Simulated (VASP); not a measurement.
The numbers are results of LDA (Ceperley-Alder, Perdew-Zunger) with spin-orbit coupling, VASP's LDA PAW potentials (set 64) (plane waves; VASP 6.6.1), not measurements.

Input for VASP

INCAR:
```
SYSTEM = LaMg2
PREC = Accurate; ENCUT = 300; LREAL = .False.
LASPH = .True.
EDIFF = 1E-6; NELM = 100; ALGO = Normal
LMAXMIX = 6
ISMEAR = 0; SIGMA = 0.05
GGA_COMPAT = .False.
MAGMOM = 0.0 0.0 0.0 0.0 0.0 0.0 0.0 0.0 0.0 0.0 0.0 0.0 0.0 0.0 0.0 0.0 0.0 0.0
LSORBIT = .True.; LNONCOLLINEAR = .True.
ISIF = 2
LWAVE = .False.; LCHARG = .False.; LORBIT = 11
```

### KPOINTS
```
Automatic mesh
0
Gamma
7 7 7
0 0 0
```

File POSCAR:
```
LaMg2
1
    0.0000000000     4.4050000000     4.4050000000
    4.4050000000     0.0000000000     4.4050000000
    4.4050000000     4.4050000000     0.0000000000
La Mg
2 4
Direct
  0.7500000000   0.7500000000   0.7500000000
  0.5000000000   0.5000000000   0.5000000000
  0.1250000000   0.1250000000   0.1250000000
  0.6250000000   0.1250000000   0.1250000000
  0.1250000000   0.1250000000   0.6250000000
  0.1250000000   0.6250000000   0.1250000000
```

POTCAR, in this order: La Mg (LDA.64 set). Program: vasp_ncl.

At this cut-off the stress carries a Pulay error, which pulls relaxed volumes low.

Problem. What does the run give for the energy per atom (σ→0), pressure, band gap (on the k-mesh)?

Solution. 
| Property | Result |
|---|---|
| energy per atom (σ→0) | -3.265 eV/atom |
| band gap (on the k-mesh) | none (metal, semimetal or under 0.01 eV) |
| pressure | -3.42 GPa |

### OSZICAR
```
...
DAV:   9    -0.195929815987E+02   -0.62636E-03   -0.22578E-02  2968   0.144E+00    0.163E-01
DAV:  10    -0.195930644068E+02   -0.82808E-04   -0.38175E-03  2928   0.701E-01    0.506E-02
DAV:  11    -0.195931222763E+02   -0.57869E-04   -0.74297E-04  2896   0.222E-01    0.478E-02
DAV:  12    -0.195931339491E+02   -0.11673E-04   -0.24668E-04  2656   0.166E-01    0.280E-02
DAV:  13    -0.195931250474E+02    0.89017E-05   -0.68266E-05  2568   0.841E-02    0.630E-03
DAV:  14    -0.195931252327E+02   -0.18529E-06   -0.11641E-05  2368   0.336E-02    0.279E-03
DAV:  15    -0.195931253597E+02   -0.12695E-06   -0.21329E-06  1712   0.165E-02
   1 F= -.19593125E+02 E0= -.19587749E+02  d E =-.107529E-01  mag=    -0.0000     0.0000     0.0000
```

The structure comes from a measured LaMg2 entry of the Crystallography Open Database, whose conditions weren't checked. The cell was not relaxed at this level. The run is one of a series of settings (GGA_COMPAT = .FALSE., LNONCOLLINEAR = .TRUE., LSORBIT = .TRUE., MAGMOM = 0.0 0.0 0.0 0.0 0.0 0.0 0.0 0.0 0.0 0.0 0.0 0.0 0.0 0.0 0.0 0.0 0.0 0.0, program vasp_ncl against the base run), some of them coarse on purpose.
